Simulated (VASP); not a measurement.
Computed with PBE GGA, VASP's PBE PAW potentials (set 64) (plane waves; VASP).

VASP ran on this input.

INCAR:
```
SYSTEM = Pt3Ti
PREC = Accurate; ENCUT = 400; LREAL = .FALSE.
LASPH = .TRUE.
EDIFF = 1E-6; NELM = 100; ALGO = Normal
LMAXMIX = 6
ISMEAR = 1; SIGMA = 0.1
GGA = PE
ISIF = 2
LWAVE = .FALSE.; LCHARG = .FALSE.
```

File KPOINTS:
```
Automatic mesh
0
Gamma
7 7 7
0 0 0
```

POSCAR:
```
Pt3Ti
1
    3.9984000000     0.0000000000     0.0000000000
    0.0000000000     3.9984000000     0.0000000000
    0.0000000000     0.0000000000     3.9984000000
Ti Pt
1 3
Direct
  0.0000000000   0.0000000000   0.0000000000
  0.0000000000   0.5000000000   0.5000000000
  0.5000000000   0.0000000000   0.5000000000
  0.5000000000   0.5000000000   0.0000000000
```

POTCAR, in this order: Ti_sv Pt (PBE.64 set). Program: vasp_std.

Unless said otherwise, spin-orbit coupling is left out, though it shifts the bands of the heavy elements here.

Problem. Predict the energy per atom (σ→0), pressure, band gap (on the k-mesh).

Solution. 
| Quantity | Result |
|---|---|
| energy per atom (σ→0) | -7.369 eV/atom |
| band gap (on the k-mesh) | none (metal, semimetal or under 0.01 eV) |
| pressure | -8.54 GPa |

**OSZICAR**
```
...
DAV:  10    -0.294762771848E+02    0.46155E-01   -0.27272E-01  1449   0.349E+00    0.426E-01
DAV:  11    -0.294791952402E+02   -0.29181E-02   -0.53277E-03  1339   0.508E-01    0.549E-01
DAV:  12    -0.294762184732E+02    0.29768E-02   -0.21001E-02  1533   0.826E-01    0.914E-02
DAV:  13    -0.294761641152E+02    0.54358E-04   -0.39596E-04  1281   0.139E-01    0.288E-02
DAV:  14    -0.294761651549E+02   -0.10398E-05   -0.15566E-05  1321   0.275E-02    0.257E-02
DAV:  15    -0.294761596205E+02    0.55344E-05   -0.38170E-05  1481   0.384E-02    0.253E-03
DAV:  16    -0.294761598519E+02   -0.23141E-06   -0.38202E-07   602   0.501E-03
   1 F= -.29476160E+02 E0= -.29476579E+02  d E =0.125677E-02
```

The compound is Pt3Ti in the L1_2 structure. The cell was not relaxed at this level.
